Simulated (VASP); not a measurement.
Consider the following.

```
InP
1.0
    0.00000     2.96334     2.96334
    2.96334     0.00000     2.96334
    2.96334     2.96334     0.00000
In P
1 1
Direct
  0.00000   0.00000   0.00000
  0.25000   0.25000   0.25000
```

Computed with rev-vdW-DF2, VASP's PBE PAW potentials (set 64) (plane waves; VASP). Numerical set-up: 520 eV cut-off, Gaussian smearing of 0.050 eV, potentials In_d P.

Unless said otherwise, spin-orbit coupling is left out, though it shifts the bands of the heavy elements here.

Task: Give the energies of bands 7 to 12 at the high-symmetry points, in eV from the valence-band maximum.

Result: 
```csv
band,Γ,X,U,L,W
7,0.00,-5.66,-5.52,-5.60,-5.51
8,0.00,-2.22,-3.17,-0.93,-2.84
9,0.00,-2.22,-1.86,-0.93,-2.79
10,0.41,1.73,2.30,1.33,4.19
11,4.05,2.20,4.26,4.76,4.23
12,4.05,8.90,7.38,4.76,5.41
```

The gap is direct, 0.41 eV, from the valence maximum at Γ to the conduction minimum at Γ.

Measured: gap 1.47 eV (computed value off by -1.06 eV), as given by Wei Chen et al., Physical Review Materials (2018), doi:10.1103/physrevmaterials.2.073803 [zero-point renormalisation of 0.05 eV added back (the table's ZPR column)].

The compound is InP in the zinc blende structure. It was relaxed first.
